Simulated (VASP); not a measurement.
Output of a VASP run:

OSZICAR:
```
       N       E                     dE             d eps       ncg     rms          rms(c)
DAV:   1     0.466219552037E+03    0.46622E+03   -0.22794E+04  1792   0.168E+03
DAV:   2     0.322308876345E+02   -0.43399E+03   -0.42447E+03  2020   0.420E+02
DAV:   3    -0.172758543330E+02   -0.49507E+02   -0.47697E+02  2352   0.153E+02
DAV:   4    -0.194820152017E+02   -0.22062E+01   -0.21833E+01  2072   0.336E+01
DAV:   5    -0.195765307543E+02   -0.94516E-01   -0.94346E-01  2516   0.689E+00    0.519E+00
DAV:   6    -0.186255003994E+02    0.95103E+00   -0.25119E+00  2064   0.882E+00    0.317E+00
DAV:   7    -0.186472077415E+02   -0.21707E-01   -0.45832E-01  2036   0.322E+00    0.169E+00
DAV:   8    -0.186641811266E+02   -0.16973E-01   -0.82134E-02  2360   0.163E+00    0.523E-01
DAV:   9    -0.186645192145E+02   -0.33809E-03   -0.14758E-02  2304   0.694E-01    0.173E-01
DAV:  10    -0.186651233820E+02   -0.60417E-03   -0.29655E-03  2008   0.295E-01    0.806E-02
DAV:  11    -0.186654277788E+02   -0.30440E-03   -0.63842E-04  2520   0.134E-01    0.441E-02
DAV:  12    -0.186654956677E+02   -0.67889E-04   -0.16785E-04  2240   0.742E-02    0.150E-02
DAV:  13    -0.186654989596E+02   -0.32919E-05   -0.29893E-05  2232   0.438E-02    0.520E-03
DAV:  14    -0.186655005199E+02   -0.15603E-05   -0.35162E-06  1752   0.110E-02    0.167E-03
DAV:  15    -0.186655011798E+02   -0.65989E-06   -0.12161E-06  1388   0.607E-03
   1 F= -.18665501E+02 E0= -.18665501E+02  d E =-.186655E+02
       N       E                     dE             d eps       ncg     rms          rms(c)
DAV:   1    -0.186665359021E+02   -0.10354E-02   -0.35567E-02  2192   0.209E+00    0.172E-01
DAV:   2    -0.186657747681E+02    0.76113E-03   -0.19691E-03  2184   0.509E-01    0.728E-02
DAV:   3    -0.186655964231E+02    0.17835E-03   -0.72819E-04  2220   0.298E-01    0.145E-02
DAV:   4    -0.186656016526E+02   -0.52295E-05   -0.30610E-05  2236   0.388E-02    0.740E-03
DAV:   5    -0.186656039228E+02   -0.22702E-05   -0.33602E-06  1496   0.181E-02    0.431E-03
DAV:   6    -0.186656058220E+02   -0.18992E-05   -0.15329E-06  1116   0.852E-03    0.843E-04
DAV:   7    -0.186656058912E+02   -0.69203E-07   -0.30650E-07   984   0.593E-03
   2 F= -.18665606E+02 E0= -.18665606E+02  d E =-.104711E-03
```

### OUTCAR
```
------------------------ aborting loop because EDIFF is reached ----------------------------------------
  FORCE on cell =-STRESS in cart. coord.  units (eV):
  Direction    XX          YY          ZZ          XY          YZ          ZX
  --------------------------------------------------------------------------------------
  Total        0.0638019      0.0384603      0.0388574      0.0000000      0.0000000      0.0031724
  in kB        0.5832421      0.3515829      0.3552134      0.0000000      0.0000000      0.0290006
  external PRESSURE =       0.4300128 kB  Pullay stress =       0.0000000 kB
  volume of cell :      175.27
      direct lattice vectors                 reciprocal lattice vectors
    11.382935411 -2.114213620  0.194821997     0.046181615 -0.236494551 -0.131824618
    11.382935411  2.114213620  0.194821997     0.046181615  0.236494551 -0.131824618
    10.928061859 -0.000000000  3.828386131    -0.004700254  0.000000000  0.274623467
 POSITION                                       TOTAL-FORCE (eV/Angst)
 -----------------------------------------------------------------------------------
     13.18765     -0.00000      1.65092        -0.015976      0.000000     -0.002000
     20.50628     -0.00000      2.56711         0.015976     -0.000000      0.002000
      0.00000     -0.00000      0.00000         0.000000      0.000000      0.000000
      7.72242     -0.00000      0.96674         0.014109     -0.000000      0.001766
     25.97151     -0.00000      3.25129        -0.014109      0.000000     -0.001766
 -----------------------------------------------------------------------------------
    total drift:                                0.000000      0.000000      0.000000
  FREE ENERGIE OF THE ION-ELECTRON SYSTEM (eV)
  ---------------------------------------------------
  free  energy   TOTEN  =       -18.6656058912 eV

  energy  without entropy=      -18.6656058912  energy(sigma->0) =      -18.66560589

 reached required accuracy - stopping structural energy minimisation
```
(Selected blocks of OUTCAR.)

**POSCAR**
```
Bi2Se3
1
   11.3866933873    -2.1155356283     0.1945232261
   11.3866933873     2.1155356283     0.1945232261
   10.9315354042    -0.0000000000     3.8303594120
Bi Se
2 3
Direct
  0.3914026291   0.3914026291   0.3914026291
  0.6085973709   0.6085973709   0.6085973709
  0.0000000000   0.0000000000   0.0000000000
  0.2291431313   0.2291431313   0.2291431313
  0.7708568687   0.7708568687   0.7708568687
```

Task: Write an INCAR and KPOINTS that could have produced this output.

Result: One answer among several that fit: the input of the run itself, RPBE GGA, plane waves, VASP's PBE PAW potentials (set 64).

### KPOINTS
```
Automatic mesh
0
gamma
  6 6 6
```

### INCAR
```
SYSTEM = Bi2Se3
PREC = Accurate
ENCUT = 520
EDIFF = 1E-6
NELM = 100
ALGO = Normal
LREAL = .FALSE.
LASPH = .TRUE.
ISMEAR = 0
SIGMA = 0.05
GGA = RP
LMAXMIX = 4
LWAVE = .FALSE.
LCHARG = .FALSE.
IBRION = 2
ISIF = 3
NSW = 60
EDIFFG = -0.02
```

POTCAR, in this order: Bi_d Se (PBE.64 set). Program: vasp_std.

Without a dispersion term in the relaxation, distances and binding between the weakly bound layers, chains or molecules are unreliable, and so is what depends on them.

The compound is Bi2Se3 in the tetradymite structure. This run relaxes it. Symmetry was kept, so distortions that lower it aren't found. The start is the result of an earlier pass.
